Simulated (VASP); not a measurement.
A convergence study with VASP on HfN (rock salt): one setting is varied, all else stays as given below, so the limit is that of these other settings.

```xyz
2
Lattice="0.0000 2.2600 2.2600 2.2600 0.0000 2.2600 2.2600 2.2600 0.0000" Properties=species:S:1:pos:R:3 pbc="T T T"
Hf     0.0000     0.0000     0.0000
N      2.2600     2.2600     2.2600
```

The numbers are results of PBEsol GGA, VASP's PBE PAW potentials (set 64) (plane waves; VASP), not measurements. The tightest run used: 700 eV cut-off, 20×20×20 Monkhorst-Pack mesh, first-order Methfessel-Paxton smearing of 0.10 eV, potentials Hf_pv N.

Task: The settings run are 2×2×2 mesh; 3×3×3 mesh; 4×4×4 mesh; 5×5×5 mesh; 6×6×6 mesh; 7×7×7 mesh; 8×8×8 mesh; 9×9×9 mesh; 10×10×10 mesh; 11×11×11 mesh; 12×12×12 mesh; 13×13×13 mesh; 14×14×14 mesh; 15×15×15 mesh; 16×16×16 mesh; 17×17×17 mesh; 18×18×18 mesh; 19×19×19 mesh; 20×20×20 mesh. From which on does the energy per atom stay within 0.005 eV/atom of the tightest run?

Result: From 8×8×8 mesh on: it is off by 0.0040 there and by no more than 0.005 in any finer run, while 7×7×7 mesh is off by 0.0101.
```json
[
 {"setting": "2×2×2 mesh", "E (eV/atom)": "-11.3808", "pressure (GPa)": "-3.59", "irreducible k-points": "2", "difference judged (eV/atom)": "0.1150"},
 {"setting": "3×3×3 mesh", "E (eV/atom)": "-11.3825", "pressure (GPa)": "-3.53", "irreducible k-points": "4", "difference judged (eV/atom)": "0.1134"},
 {"setting": "4×4×4 mesh", "E (eV/atom)": "-11.4644", "pressure (GPa)": "-4.96", "irreducible k-points": "10", "difference judged (eV/atom)": "0.0314"},
 {"setting": "5×5×5 mesh", "E (eV/atom)": "-11.5020", "pressure (GPa)": "-5.79", "irreducible k-points": "10", "difference judged (eV/atom)": "0.0061"},
 {"setting": "6×6×6 mesh", "E (eV/atom)": "-11.4981", "pressure (GPa)": "-5.72", "irreducible k-points": "28", "difference judged (eV/atom)": "0.0022"},
 {"setting": "7×7×7 mesh", "E (eV/atom)": "-11.4858", "pressure (GPa)": "-5.41", "irreducible k-points": "20", "difference judged (eV/atom)": "0.0101"},
 {"setting": "8×8×8 mesh", "E (eV/atom)": "-11.4999", "pressure (GPa)": "-5.72", "irreducible k-points": "60", "difference judged (eV/atom)": "0.0040"},
 {"setting": "9×9×9 mesh", "E (eV/atom)": "-11.4989", "pressure (GPa)": "-5.65", "irreducible k-points": "35", "difference judged (eV/atom)": "0.0030"},
 {"setting": "10×10×10 mesh", "E (eV/atom)": "-11.4964", "pressure (GPa)": "-5.69", "irreducible k-points": "110", "difference judged (eV/atom)": "0.0006"},
 {"setting": "11×11×11 mesh", "E (eV/atom)": "-11.4927", "pressure (GPa)": "-5.59", "irreducible k-points": "56", "difference judged (eV/atom)": "0.0031"},
 {"setting": "12×12×12 mesh", "E (eV/atom)": "-11.4951", "pressure (GPa)": "-5.65", "irreducible k-points": "182", "difference judged (eV/atom)": "0.0008"},
 {"setting": "13×13×13 mesh", "E (eV/atom)": "-11.4953", "pressure (GPa)": "-5.67", "irreducible k-points": "84", "difference judged (eV/atom)": "0.0005"},
 {"setting": "14×14×14 mesh", "E (eV/atom)": "-11.4951", "pressure (GPa)": "-5.66", "irreducible k-points": "280", "difference judged (eV/atom)": "0.0008"},
 {"setting": "15×15×15 mesh", "E (eV/atom)": "-11.4961", "pressure (GPa)": "-5.67", "irreducible k-points": "120", "difference judged (eV/atom)": "0.0002"},
 {"setting": "16×16×16 mesh", "E (eV/atom)": "-11.4962", "pressure (GPa)": "-5.69", "irreducible k-points": "408", "difference judged (eV/atom)": "0.0003"},
 {"setting": "17×17×17 mesh", "E (eV/atom)": "-11.4950", "pressure (GPa)": "-5.65", "irreducible k-points": "165", "difference judged (eV/atom)": "0.0009"},
 {"setting": "18×18×18 mesh", "E (eV/atom)": "-11.4963", "pressure (GPa)": "-5.68", "irreducible k-points": "570", "difference judged (eV/atom)": "0.0004"},
 {"setting": "19×19×19 mesh", "E (eV/atom)": "-11.4969", "pressure (GPa)": "-5.69", "irreducible k-points": "220", "difference judged (eV/atom)": "0.0010"},
 {"setting": "20×20×20 mesh", "E (eV/atom)": "-11.4959", "pressure (GPa)": "-5.67", "irreducible k-points": "770", "difference judged (eV/atom)": "0.0000"}
]
```

Left out are rungs that failed or repeat a setting and relaxations that didn't move; long series are thinned to 24 rows.

The compound is HfN in the rock salt structure. The cell was not relaxed at this level. The electron count is odd and the run is not spin-polarised, which forces a metal.
